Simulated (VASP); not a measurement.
These are PBE GGA, VASP's PBE PAW potentials (set 64) (plane waves; VASP 6.6.1) values and carry that method's errors.

Input for VASP

File POSCAR:
```
BN
1.0
  2.2789040000   0.0000000000   0.0000000000
 -1.1394520000   1.9735880000   0.0000000000
  0.0000000000   0.0000000000   9.8424220000
B N
4 4
Cartesian
 -0.0000011395   1.3157259912   1.6830541620
  1.1394531395   0.6578620088   6.6042651620
  1.1394531395   0.6578620088   8.1593678380
 -0.0000011395   1.3157259912   3.2381568380
 -0.0000011395   1.3157259912   5.9212010752
  1.1394531395   0.6578620088   0.9999900752
  1.1394531395   0.6578620088   3.9212209248
 -0.0000011395   1.3157259912   8.8424319248
```

INCAR:
```
# general
SYSTEM = BN
PREC   = Accurate
ENCUT  = 400
LREAL  = .FALSE.   # projection in real space or not
LASPH  = .TRUE.   # aspherical one-centre terms

# electronic loop
EDIFF  = 1E-6
NELM   = 100
ALGO   = Normal

# smearing
ISMEAR = -1
SIGMA  = 0.136

# functional
GGA    = PE

# ions
ISIF   = 2

# output
LWAVE  = .FALSE.
LCHARG = .FALSE.
```

**KPOINTS**
```
Automatic mesh
0
Gamma
2 2 1
0 0 0
```

POTCAR, in this order: B N (PBE.64 set). Program: vasp_std.

The resulting files:

File OSZICAR:
```
       N       E                     dE             d eps       ncg     rms          rms(c)
DAV:   1     0.108281709778E+03    0.10828E+03   -0.15491E+04    84   0.122E+03
DAV:   2    -0.473109482347E+02   -0.15559E+03   -0.14971E+03   120   0.284E+02
DAV:   3    -0.525665291034E+02   -0.52556E+01   -0.51680E+01    99   0.492E+01
DAV:   4    -0.526125952818E+02   -0.46066E-01   -0.46033E-01    99   0.513E+00
DAV:   5    -0.526133565921E+02   -0.76131E-03   -0.76125E-03    99   0.502E-01    0.117E+01
DAV:   6    -0.509869968850E+02    0.16264E+01   -0.14782E+00    89   0.814E+00    0.687E+00
DAV:   7    -0.504842939817E+02    0.50270E+00   -0.13258E+00    94   0.804E+00    0.158E+00
DAV:   8    -0.504871038555E+02   -0.28099E-02   -0.53098E-02   107   0.157E+00    0.324E-01
DAV:   9    -0.504863772478E+02    0.72661E-03   -0.25010E-03   104   0.379E-01    0.860E-02
DAV:  10    -0.504863611741E+02    0.16074E-04   -0.42140E-04   104   0.141E-01    0.176E-02
DAV:  11    -0.504863645588E+02   -0.33847E-05   -0.13066E-05   104   0.296E-02    0.812E-03
DAV:  12    -0.504863673027E+02   -0.27439E-05   -0.32916E-06   104   0.152E-02    0.162E-03
DAV:  13    -0.504863673915E+02   -0.88836E-07   -0.95397E-08    72   0.263E-03
   1 F= -.50486367E+02 E0= -.50394772E+02  d E =-.183190E+00
```

### OUTCAR
```
------------------------ aborting loop because EDIFF is reached ----------------------------------------
  FORCE on cell =-STRESS in cart. coord.  units (eV):
  Direction    XX          YY          ZZ          XY          YZ          ZX
  --------------------------------------------------------------------------------------
  Total       21.8190151     21.8189984     27.0723948      0.0000000      0.0000000      0.0000000
  in kB      789.6983251    789.6977195    979.8345504      0.0000000      0.0000000      0.0000000
  external PRESSURE =     853.0768650 kB  Pullay stress =       0.0000000 kB
  volume of cell :       44.27
      direct lattice vectors                 reciprocal lattice vectors
     2.278904000  0.000000000  0.000000000     0.438807427  0.253345683  0.000000000
    -1.139452000  1.973588000  0.000000000     0.000000000  0.506691366  0.000000000
     0.000000000  0.000000000  9.842422000     0.000000000  0.000000000  0.101601008
  FREE ENERGIE OF THE ION-ELECTRON SYSTEM (eV)
  ---------------------------------------------------
  free  energy   TOTEN  =       -50.4863673915 eV

  energy  without entropy=      -50.3031774641  energy(sigma->0) =      -50.39477243
```
(Selected blocks of OUTCAR.)

At this cut-off the stress carries a Pulay error, which pulls relaxed volumes low.

The structure was generated: BN was put into an ordered model structure, which need not be its known phase. The cell was not relaxed at this level. The k-mesh is coarse (spacing up to 1.59 per Å, 2π included), so the numbers may not be converged in it. The run is one of a series of settings (KPOINTS 2×2×1 Γ-centred mesh against the base run), some of them coarse on purpose.
